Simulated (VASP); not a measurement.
The system is PmSe.

```xyz
2
Lattice="0.0000 3.2232 3.2232 3.2232 0.0000 3.2232 3.2232 3.2232 0.0000" Properties=species:S:1:pos:R:3 pbc="T T T"
Pm    0.0000    0.0000    0.0000
Se    1.6116    1.6116    1.6116
```

The cell comes from a database or a generator and needn't be the stable form of this composition.

Base run:

| Quantity | Value |
| --- | --- |
| Program | VASP 6.6.1 |
| Functional | PBE |
| Potentials or basis | VASP PAW PBE potentials, release 64 (Pm, Se) |
| Cutoff | 520 eV |
| k mesh | 5 × 5 × 5 |
| Occupations | gaussian, width 0.05 eV |
| Spin | no spin polarisation |
| Hubbard terms | Pm f U = 4 eV |

Its results: band gap on the k mesh none (metal or under the smearing width); pressure 3.3 GPa.

The run is repeated on the same cell with these changes: spin from no spin polarisation to collinear spin, random start; further incar settings from ALGO = Normal; EDIFF = 1e-07; NBANDS = 18 to ALGO = Normal; EDIFF = 1e-06. What comes out?

Band gap on the k mesh none (metal or under the smearing width); pressure 6.1 GPa; net moment 4.99 μB per cell; site moments Pm +4.48; Se -0.05 μB.

Caveats: U without spin polarisation on a metal has little footing (some runs); the magnetic or orbital state may not be the lowest (some runs); spin-orbit coupling is left out, which moves the levels of the heavy elements (some runs).

Not every run made on this cell is shown here.
